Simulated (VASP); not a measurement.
# Au (Gold): structure and properties in VASP, part 2 of 2

How well does PBE + D3(BJ) reproduce what experiment finds for Au (Gold)? The cell is relaxed first, and properties follow on it. Left out of this account: 1 further run (phonons: it ended without a result to show). The start is a cell from a database of measured crystal structures.

VASP 6.6.1, plane waves and PAW; the level of theory is named at each step.

Still holding for the runs below: This run has no spin polarisation. Its electron count is odd, so without a moment it is a metal by construction. The k-mesh is coarse for a metal.

So far. Step 13 (Volume scan with PBE + D3(BJ) (run 7)): The pressure falls from -5.76 to -8.11 GPa. The parabola predicted -7.98 GPa, +0.12 GPa off. The relaxed cell has a = 4.100 Å (conventional setting).

The database entry behind the starting cell differs from later determinations by our own check (0.1 to 0.3 % short, probably kX units), so it need not match the best structure at ambient conditions.

## (15) Fit for PBE + D3(BJ)

This step: Birch-Murnaghan fit, PBE with D3(BJ); plane waves and PAW (VASP 6.6.1).

No new run; the numbers come from the runs before.

This step gave:

| Item | Value |
| --- | --- |
| pressure derivative of the bulk modulus | 5.607 |
| r.m.s. error of the fit | 1.45e-5 eV/atom |
| minimum inside the sampled range | yes |
| bulk modulus | 163.7 GPa |
| equilibrium volume of the fit | 17.25 Å³/atom |

Energy above the fitted minimum against volume:

```
volume (Å³/atom)  energy above the fitted minimum (eV/atom)
          16.196                                     0.0379
          16.541                                     0.0164
          16.886                                    0.00415
          17.230                                     3.8e-5
          17.575                                    0.00297
          17.919                                     0.0121
          18.264                                     0.0268
```

The fitted volume lies +0.12 % from the relaxed one. At a finite cutoff and mesh the minimum of the energy and the zero of the stress don't quite coincide, and the relaxation stops at a threshold.

## (16) Core-level energies (PBE + D3(BJ))

This step: PBE with D3(BJ); plane waves and PAW (Au) (VASP 6.6.1).

ICORELEVEL = 1 prints the core eigenvalues in the potential of the ground state.

Contents of INCAR:

```
SYSTEM = Au
PREC = Accurate
ENCUT = 400
EDIFF = 1E-06
NELM = 100
ISMEAR = 1
SIGMA = 0.2
LREAL = .FALSE.
ALGO = Normal
GGA = PE
IVDW = 12
NBANDS = 11
LORBIT = 11
LWAVE = .FALSE.
LCHARG = .FALSE.
KPAR = 2
ICORELEVEL = 1
```

Contents of POSCAR:

```
Au
1.0
    0.0000000000      2.0499998893      2.0499998893
    2.0499998893      0.0000000000      2.0499998893
    2.0499998893      2.0499998893      0.0000000000
Au
1
Direct
    0.0000000000      0.0000000000      0.0000000000
```

Contents of KPOINTS:

```
Automatic mesh
0
Gamma
11 11 11
0 0 0
```

The projector-augmented-wave data sets are Au (PBE family, release 64).

Started as:

```sh
$ mpirun -np 2 vasp_std
```

Elapsed: 5.6 s, on 2 MPI ranks of AMD EPYC 7R43, shared host; peak memory 0.21 GiB; 8.7 s of CPU time.

These are scalar-relativistic Kohn-Sham levels of the ground state, with no core hole, so they are not binding energies.

Numbers from this step:

```yaml
free_energy_toten: -3.873 eV
energy_at_zero_smearing: -3.873 eV
fermi_energy: 9.334 eV
pressure: 0.01798 GPa
```

Kohn-Sham core levels. Core levels, by row:

```csv
atom,shell,level below the Fermi level (eV)
Au1,1s,80746
Au1,2s,14242
Au1,2p,12309
Au1,3s,3360
Au1,3p,2799
Au1,3d,2201
Au1,4s,727.3
Au1,4p,543.6
Au1,4d,323.2
Au1,4f,78.64
Au1,5s,105.7
Au1,5p,56.98
```

## (17) Bands along the symmetry lines (PBE + D3(BJ) + SOC)

This step: PBE with D3(BJ), spin-orbit coupling; plane waves and PAW (Au) (VASP 6.6.1).

The mesh alone shows little of the dispersion and can miss band extrema, so KPOINTS_OPT adds a path through the symmetry points after the self-consistent cycle. Spin-orbit coupling needs spinors and the noncollinear program, where each band holds one electron.

INCAR: that of step 16 with these lines changed.

```diff
@@ -11,3 +11,9 @@
 IVDW = 12
-NBANDS = 11
+LNONCOLLINEAR = .TRUE.
+MAGMOM = 0 0 0
+NBANDS = 22
+GGA_COMPAT = .FALSE.
+LASPH = .TRUE.
+LSORBIT = .TRUE.
+LMAXMIX = 4
 LORBIT = 11
@@ -16,2 +22 @@
 KPAR = 2
-ICORELEVEL = 1
```

POSCAR is that of step 16.

Contents of KPOINTS:

```
Automatic mesh
0
Gamma
9 9 9
0 0 0
```

Contents of KPOINTS_OPT:

```
Line mode
16
Line-mode
Reciprocal
  0.00000000   0.00000000   0.00000000 GAMMA
  0.50000000   0.00000000   0.50000000 X

  0.50000000   0.00000000   0.50000000 X
  0.50000000   0.25000000   0.75000000 W

  0.50000000   0.25000000   0.75000000 W
  0.37500000   0.37500000   0.75000000 K

  0.37500000   0.37500000   0.75000000 K
  0.00000000   0.00000000   0.00000000 GAMMA

  0.00000000   0.00000000   0.00000000 GAMMA
  0.50000000   0.50000000   0.50000000 L

  0.50000000   0.50000000   0.50000000 L
  0.62500000   0.25000000   0.62500000 U

  0.62500000   0.25000000   0.62500000 U
  0.50000000   0.25000000   0.75000000 W

  0.50000000   0.25000000   0.75000000 W
  0.50000000   0.50000000   0.50000000 L

  0.50000000   0.50000000   0.50000000 L
  0.37500000   0.37500000   0.75000000 K

  0.62500000   0.25000000   0.62500000 U
  0.50000000   0.00000000   0.50000000 X
```

Started as:

```sh
$ mpirun -np 2 vasp_ncl
```

Run time: 46 s. Hardware: 2 MPI ranks; peak memory 0.28 GiB; 81 s of CPU time.

LASPH is switched on together with spin-orbit coupling, so the change from the scalar run holds both.

Numbers from this step:

| Item | Value |
| --- | --- |
| SCF cycles | 12 |
| bands | 22 |
| irreducible k-points | 35 |
| free energy (TOTEN) | -4.176 eV |
| energy at zero smearing | -4.176 eV |
| Fermi energy | 9.192 eV |
| pressure | -1.027 GPa |

On-site spin-orbit energy by atom:

| atom | on-site spin-orbit energy (eV) |
| --- | --- |
| Au1 | -0.576 |

Electronic bands along the path, in eV, zero at the Fermi level; # counts the bands kept:

```
          point     #5     #6     #7     #8     #9    #10    #11    #12
              Γ  -5.16  -5.16  -3.97  -3.97  -2.80  -2.80  -2.80  -2.80
0.47 of the way  -4.62  -4.62  -3.27  -3.27  -3.12  -3.12  -2.30  -2.30
              X  -2.13  -2.13  -1.93  -1.93  -0.93  -0.93   0.98   0.98
0.47 of the way  -3.19  -3.19  -2.37  -2.37  -1.36  -1.36   2.88   2.88
              W  -4.83  -4.83  -3.03  -3.03  -1.49  -1.49   4.75   4.75
0.53 of the way  -4.22  -4.22  -2.86  -2.86  -1.65  -1.65   4.14   4.14
              K  -3.78  -3.78  -2.80  -2.80  -1.79  -1.79   3.83   3.83
0.47 of the way  -4.90  -4.90  -3.56  -3.56  -3.20  -3.20  -1.34  -1.34
              Γ  -5.16  -5.16  -3.97  -3.97  -2.80  -2.80  -2.80  -2.80
0.53 of the way  -4.88  -4.88  -3.71  -3.71  -2.90  -2.90  -2.34  -2.34
              L  -4.10  -4.10  -2.18  -2.18  -1.48  -1.48  -0.91  -0.91
0.53 of the way  -4.16  -4.16  -3.51  -3.51  -1.92  -1.92   2.29   2.29
              U  -3.78  -3.78  -2.80  -2.80  -1.79  -1.79   3.83   3.83
0.47 of the way  -4.22  -4.22  -2.86  -2.86  -1.65  -1.65   4.14   4.14
              W  -4.83  -4.83  -3.03  -3.03  -1.49  -1.49   4.75   4.75
0.47 of the way  -4.39  -4.39  -3.37  -3.37  -1.95  -1.95   2.96   2.96
              L  -4.10  -4.10  -2.18  -2.18  -1.48  -1.48  -0.91  -0.91
0.47 of the way  -4.10  -4.10  -3.48  -3.48  -1.90  -1.90   1.83   1.83
              K  -3.78  -3.78  -2.80  -2.80  -1.79  -1.79   3.83   3.83
      jump to U  -3.78  -3.78  -2.80  -2.80  -1.79  -1.79   3.83   3.83
0.53 of the way  -2.61  -2.61  -2.25  -2.25  -1.30  -1.30   2.14   2.14
              X  -2.13  -2.13  -1.93  -1.93  -0.93  -0.93   0.98   0.98
```

At these settings, which differ from those of the relaxation, the cell is under a tension of 1.0 GPa. Part of this is the spin-orbit coupling, so a relaxation with it would give a smaller cell.

## (18) What came out

- relaxed volume: 17.23 Å³/atom
- relaxed conventional cell a, b, c: 4.100, 4.100, 4.100 Å
- space group after relaxing, within 0.02 Å: Fm-3m (No. 225)
- band gap: none, a metal
- DOS at the Fermi level: 0.283 states/eV/cell
- bulk modulus from the fit: 164 GPa
- volume from the fit: 17.3 Å³/atom
- shallowest level of the frozen cores: Au1 5p, 57.0 eV deep
- band gap (PBE + D3(BJ) + SOC): none, a metal

In words: With PBE + D3(BJ), Au (Gold) relaxes to 17.23 Å³/atom in space group Fm-3m (held by the symmetry of the run), comes out as a metal and has a bulk modulus of 164 GPa. Against the listed cell the volume lies +2.2 %. Band structure (PBE + D3(BJ)): Of the bands kept, 1 crosses the Fermi level on this path. Bands along the symmetry lines (PBE + D3(BJ) + SOC): Of the bands kept, 2 cross the Fermi level on this path (spinor bands, one electron each). LASPH was switched on together with spin-orbit coupling, so shifts put down to the coupling hold both changes. The k-sampling is coarse for a metal, so the Fermi level, pressures and the shape of the cell carry errors. No search among competing phases was made. All values are for a static lattice at zero temperature.

Comparison with the measured values:

| quantity | measured | PBE with D3(BJ) | Birch-Murnaghan fit, PBE with D3(BJ) |
| --- | --- | --- | --- |
| lattice constant a (Å) | 4.078 | 4.100 (+0.5 %) | - |
| bulk modulus (GPa) | 167 | - | 164 (-2.0 %) |

Measured values from arxiv:1805.06931 (2018) and pmc:11102561 (2024).

Verdict: The lattice constant a is off by +0.5 %: good agreement. The bulk modulus is off by -2.0 %: good agreement. The grades are ours: good and fair within 0.7 and 1.5 % for the lattice constant a and 5 and 12 % for the bulk modulus. For lattice constants and bulk modulus the calculation has a static lattice, without zero-point motion or thermal expansion (measured at up to 298 K). As a rule both would widen the computed cell, so the excess over experiment is if anything larger than shown.

[Lines on the potential files, build, host, timing and source positions are cut from VASP's logs without a mark.]

[Logs are printed without paths, hosts, clocks, repeated set-up lines and the standing remarks that a program may print on its own settings, such as how far it seeks lower states.]

[Hosts, paths, dates, database ids (printed as entryN), source tags and the programs' standing remarks are cut or masked in the printed files.]

[A measured line is paired with the nearest computed mode of its activity, which favours agreement.]
